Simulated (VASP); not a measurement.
Level of theory: vdW-DF2, VASP's PBE PAW potentials (set 64) (plane waves; VASP).

VASP input:

**KPOINTS**
```
Automatic mesh
0
Gamma
18 18 18
0 0 0
```

INCAR:
```
# general
SYSTEM   = Rh
PREC     = Accurate
ENCUT    = 520   # plane-wave cut-off (eV)
LREAL    = F   # projection in real space or not
LASPH    = T   # aspherical one-centre terms

# electronic loop
EDIFF    = 1E-7   # SCF stop (eV)
NELM     = 100   # most electronic steps
ALGO     = Normal
LMAXMIX  = 4   # l cut-off of mixed one-centre charges

# smearing
ISMEAR   = -5   # tetrahedra, Bloechl

# functional
GGA      = ML
LUSE_VDW = T
AGGAC    = 0.0
ZAB_VDW  = -1.8867

# ions
ISIF     = 2

# output
LWAVE    = F
LCHARG   = T
LORBIT   = 11   # lm-projected
NEDOS    = 601   # DOS grid
```

**POSCAR**
```
Rh
2.7893050
  0.0000000000   0.7071067738   0.7071067738
  0.7071067738   0.0000000000   0.7071067738
  0.7071067738   0.7071067738   0.0000000000
Rh
1
Direct
  0.0000000000   0.0000000000   0.0000000000
```

POTCAR, in this order: Rh_pv (PBE.64 set). Program: vasp_std.

The run wrote:

OSZICAR:
```
       N       E                     dE             d eps       ncg     rms          rms(c)
DAV:   1     0.118130151997E+03    0.11813E+03   -0.94391E+03  4290   0.143E+03
DAV:   2    -0.179998463823E+01   -0.11993E+03   -0.11487E+03  4395   0.381E+02
DAV:   3    -0.331817840528E+01   -0.15182E+01   -0.15106E+01  4947   0.489E+01
DAV:   4    -0.332785080306E+01   -0.96724E-02   -0.96757E-02  4730   0.406E+00
DAV:   5    -0.332801470282E+01   -0.16390E-03   -0.16398E-03  4904   0.497E-01    0.678E+00
DAV:   6    -0.300274481470E+01    0.32527E+00   -0.89917E-01  4491   0.134E+01    0.245E+00
DAV:   7    -0.299660184431E+01    0.61430E-02   -0.69910E-03  4701   0.120E+00    0.135E+00
DAV:   8    -0.299511033964E+01    0.14915E-02   -0.34193E-03  4404   0.924E-01    0.619E-02
DAV:   9    -0.299509707860E+01    0.13261E-04   -0.31390E-05  5235   0.806E-02    0.167E-02
DAV:  10    -0.299511449605E+01   -0.17417E-04   -0.51291E-05  4365   0.851E-02    0.382E-03
DAV:  11    -0.299511472489E+01   -0.22884E-06   -0.17153E-07  4786   0.526E-03    0.246E-03
DAV:  12    -0.299511546702E+01   -0.74213E-06   -0.31949E-07  4490   0.559E-03    0.349E-04
DAV:  13    -0.299511557823E+01   -0.11121E-06   -0.98609E-09  2586   0.121E-03    0.192E-04
DAV:  14    -0.299511554595E+01    0.32281E-07   -0.10793E-09  2229   0.457E-04
   1 F= -.29951155E+01 E0= -.29951155E+01  d E =0.000000E+00
```

OUTCAR:
```
------------------------ aborting loop because EDIFF is reached ----------------------------------------
  FORCE on cell =-STRESS in cart. coord.  units (eV):
  Direction    XX          YY          ZZ          XY          YZ          ZX
  --------------------------------------------------------------------------------------
  Total       -0.0062294     -0.0062294     -0.0062294     -0.0000000      0.0000000     -0.0000000
  in kB       -0.6504039     -0.6504039     -0.6504039     -0.0000000      0.0000000     -0.0000000
  external PRESSURE =      -0.6504039 kB  Pullay stress =       0.0000000 kB
  volume of cell :       15.35
      direct lattice vectors                 reciprocal lattice vectors
     0.000000000  1.972336460  1.972336460    -0.253506443  0.253506443  0.253506443
     1.972336460  0.000000000  1.972336460     0.253506443 -0.253506443  0.253506443
     1.972336460  1.972336460  0.000000000     0.253506443  0.253506443 -0.253506443
 POSITION                                       TOTAL-FORCE (eV/Angst)
 -----------------------------------------------------------------------------------
      0.00000      0.00000      0.00000         0.000000      0.000000     -0.000000
 -----------------------------------------------------------------------------------
    total drift:                                0.000000     -0.000000     -0.000000
  FREE ENERGIE OF THE ION-ELECTRON SYSTEM (eV)
  ---------------------------------------------------
  free  energy   TOTEN  =        -2.9951155460 eV

  energy  without entropy=       -2.9951155460  energy(sigma->0) =       -2.99511555

 total charge

# of ion       s       p       d       tot
------------------------------------------
    1        0.368   6.225   7.078  13.671
```
(Selected blocks of OUTCAR.)

For a metal the tetrahedron method with Blöchl corrections gives inexact stress and forces.

The compound is Rh in the fcc structure. It was relaxed first, which changed the volume by +12 %.
